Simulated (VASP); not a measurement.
Calculation: PBE GGA, VASP's PBE PAW potentials (set 64) (plane waves; VASP).

VASP ran on this input.

**POSCAR**
```
Pd16F
1
    5.5764177446     0.0000000000     0.0000000000
    0.0000000000     5.5764177446     0.0000000000
    0.0000000000     0.0000000000    20.1058707790
Pd F
16 1
Direct
  0.2500000000   0.2500000000   0.3542741333
  0.7500000000   0.2500000000   0.3547743273
  0.2500000000   0.7500000000   0.3547743273
  0.7500000000   0.7500000000   0.3548253775
  0.9992266247   0.9992266247   0.4510913512
  0.5007733753   0.9992266247   0.4510913512
  0.9992266247   0.5007733753   0.4510913512
  0.5007733753   0.5007733753   0.4510913512
  0.2500000000   0.2500000000   0.5467129353
  0.7500000000   0.2500000000   0.5474008505
  0.2500000000   0.7500000000   0.5474008505
  0.7500000000   0.7500000000   0.5503288561
  0.9966035439   0.9966035439   0.6450445913
  0.5033964561   0.9966035439   0.6450445913
  0.9966035439   0.5033964561   0.6450445913
  0.5033964561   0.5033964561   0.6450445913
  0.2500000000   0.2500000000   0.7113425723
```

File KPOINTS:
```
Automatic mesh
0
Gamma
5 5 1
0 0 0
```

### INCAR
```
SYSTEM  =  Pd16F
PREC  =  Normal; ENCUT  =  400; LREAL  =  F
LASPH  =  T
EDIFF  =  1E-6; NELM  =  100; NELMIN  =  4
ALGO  =  Normal; LMAXMIX  =  4
ISMEAR  =  1; SIGMA  =  0.1
GGA  =  PE
LWAVE  =  F; LCHARG  =  F; LORBIT  =  11
LVHAR  =  T
DIPOL  =  0.5 0.5 0.5
LDIPOL  =  T; IDIPOL  =  3
```

POTCAR, in this order: Pd F (PBE.64 set). Program: vasp_std. Read from the step before: WAVECAR.

Output of the run:

**OSZICAR**
```
       N       E                     dE             d eps       ncg     rms          rms(c)
DAV:   1    -0.815885919111E+02   -0.81589E+02   -0.34209E-02  1516   0.810E-01    0.113E+00
DAV:   2    -0.837475460104E+02   -0.21590E+01   -0.72612E+00  1640   0.122E+01    0.133E+01
DAV:   3    -0.816055411954E+02    0.21420E+01   -0.20479E+00  1608   0.101E+01    0.207E+00
DAV:   4    -0.815770750589E+02    0.28466E-01   -0.10824E-01  1304   0.171E+00    0.421E-01
DAV:   5    -0.815778840752E+02   -0.80902E-03   -0.13152E-02  1272   0.509E-01    0.291E-01
DAV:   6    -0.815774738908E+02    0.41018E-03   -0.34828E-03  1280   0.334E-01    0.125E-01
DAV:   7    -0.815774831654E+02   -0.92747E-05   -0.70529E-04  1304   0.165E-01    0.935E-02
DAV:   8    -0.815774135414E+02    0.69624E-04   -0.24827E-04  1284   0.978E-02    0.314E-02
DAV:   9    -0.815774145081E+02   -0.96675E-06   -0.22526E-05  1308   0.273E-02    0.261E-02
DAV:  10    -0.815774135608E+02    0.94736E-06   -0.16943E-05  1300   0.260E-02    0.219E-02
DAV:  11    -0.815774116223E+02    0.19385E-05   -0.93959E-06  1164   0.203E-02    0.134E-02
DAV:  12    -0.815774112612E+02    0.36109E-06   -0.26700E-06   816   0.115E-02
   1 F= -.81577411E+02 E0= -.81569881E+02  d E =-.225920E-01
```

**OUTCAR**
```
------------------------ aborting loop because EDIFF is reached ----------------------------------------
  FORCE on cell =-STRESS in cart. coord.  units (eV):
  Direction    XX          YY          ZZ          XY          YZ          ZX
  --------------------------------------------------------------------------------------
  Total       -8.6776933     -8.6776933     -2.3786326      0.0000000      0.0000000      0.0000000
  in kB      -22.2372660    -22.2372660     -6.0954317      0.0000000      0.0000000      0.0000000
  external PRESSURE =     -16.8566546 kB  Pullay stress =       0.0000000 kB
  volume of cell :      625.22
      direct lattice vectors                 reciprocal lattice vectors
     5.576417745  0.000000000  0.000000000     0.179326594  0.000000000  0.000000000
     0.000000000  5.576417745  0.000000000     0.000000000  0.179326594  0.000000000
     0.000000000  0.000000000 20.105870779     0.000000000  0.000000000  0.049736717
 POSITION                                       TOTAL-FORCE (eV/Angst)
 -----------------------------------------------------------------------------------
      1.39410      1.39410      7.12299         0.000000      0.000000     -0.005101
      4.18231      1.39410      7.13305         0.000000      0.000000     -0.000108
      1.39410      4.18231      7.13305         0.000000      0.000000     -0.000108
      4.18231      4.18231      7.13407         0.000000      0.000000     -0.005635
      5.57211      5.57211      9.06958        -0.008578     -0.008578      0.013147
      2.79252      5.57211      9.06958         0.008578     -0.008578      0.013147
      5.57211      2.79252      9.06958        -0.008578      0.008578      0.013147
      2.79252      2.79252      9.06958         0.008578      0.008578      0.013147
      1.39410      1.39410     10.99214        -0.000000      0.000000      0.017194
      4.18231      1.39410     11.00597         0.000000      0.000000      0.022121
      1.39410      4.18231     11.00597         0.000000      0.000000      0.022121
      4.18231      4.18231     11.06484         0.000000      0.000000     -0.001327
      5.55748      5.55748     12.96918         0.005376      0.005376     -0.019252
      2.80715      5.55748     12.96918        -0.005376      0.005376     -0.019252
      5.55748      2.80715     12.96918         0.005376     -0.005376     -0.019252
      2.80715      2.80715     12.96918        -0.005376     -0.005376     -0.019252
      1.39410      1.39410     14.30216        -0.000000      0.000000     -0.024737
 -----------------------------------------------------------------------------------
    total drift:                                0.000000      0.000000      0.022133
  FREE ENERGIE OF THE ION-ELECTRON SYSTEM (eV)
  ---------------------------------------------------
  free  energy   TOTEN  =       -81.5774112612 eV

  energy  without entropy=      -81.5548192203  energy(sigma->0) =      -81.56988058

 total charge

# of ion       s       p       d       tot
------------------------------------------
    1        0.426   0.283   8.525   9.234
    2        0.435   0.287   8.516   9.237
    3        0.435   0.287   8.516   9.237
    4        0.435   0.291   8.511   9.237
    5        0.471   0.452   8.448   9.371
    6        0.471   0.452   8.448   9.371
    7        0.471   0.452   8.448   9.371
    8        0.471   0.452   8.448   9.371
    9        0.464   0.433   8.464   9.361
   10        0.469   0.448   8.453   9.370
   11        0.469   0.448   8.453   9.370
   12        0.486   0.471   8.412   9.369
   13        0.406   0.301   8.504   9.210
   14        0.406   0.301   8.504   9.210
   15        0.406   0.301   8.504   9.210
   16        0.406   0.301   8.504   9.210
   17        1.779   4.267   0.000   6.046
--------------------------------------------------
tot          8.906  10.224 135.655 154.786
```
(Selected blocks of OUTCAR.)

**OUTCAR**
```
 val. band max:        0.3790474114   @ k =   0.4000   0.4000   0.0000

 cond. band min:       0.3878345966   @ k =   0.4000   0.4000   0.0000


 Fermi energy:         0.3804503293

 k-point     1 :       0.0000    0.0000    0.0000
  band No.  band energies     occupation
      1     -21.8798      2.00000
      2      -5.9269      2.00000
      3      -4.7175      2.00000
      4      -4.5671      2.00000
      5      -4.5143      2.00000
      6      -4.5143      2.00000
      7      -4.3788      2.00000
      8      -4.3492      2.00000
      9      -4.3250      2.00000
     10      -4.3099      2.00000
     11      -4.2424      2.00000
     12      -4.2001      2.00000
     13      -4.2001      2.00000
     14      -4.0129      2.00000
     15      -3.9839      2.00000
     16      -3.9839      2.00000
     17      -3.6574      2.00000
     18      -3.5976      2.00000
     19      -3.4757      2.00000
     20      -3.3205      2.00000
     21      -3.3105      2.00000
     22      -3.1651      2.00000
     23      -3.1651      2.00000
     24      -2.8753      2.00000
     25      -2.8753      2.00000
     26      -2.8656      2.00000
     27      -2.6113      2.00000
     28      -2.4561      2.00000
     29      -2.4561      2.00000
     30      -2.4551      2.00000
     31      -2.4535      2.00000
     32      -2.3808      2.00000
     33      -2.2331      2.00000
     34      -2.2331      2.00000
     35      -2.2207      2.00000
     36      -2.1416      2.00000
     37      -2.1279      2.00000
     38      -2.1096      2.00000
     39      -2.0990      2.00000
     40      -2.0990      2.00000
     41      -2.0588      2.00000
     42      -2.0588      2.00000
     43      -1.5392      2.00000
     44      -1.5310      2.00000
     45      -1.5310      2.00000
     46      -1.4165      2.00000
     47      -1.4165      2.00000
     48      -1.3751      2.00000
     49      -1.3744      2.00000
     50      -1.3320      2.00000
     51      -1.2437      2.00000
...
```

At this cut-off the stress carries a Pulay error, which pulls relaxed volumes low.

The cell is a thin slab with vacuum, built from Pd (fcc): (100) face, F adsorbed.
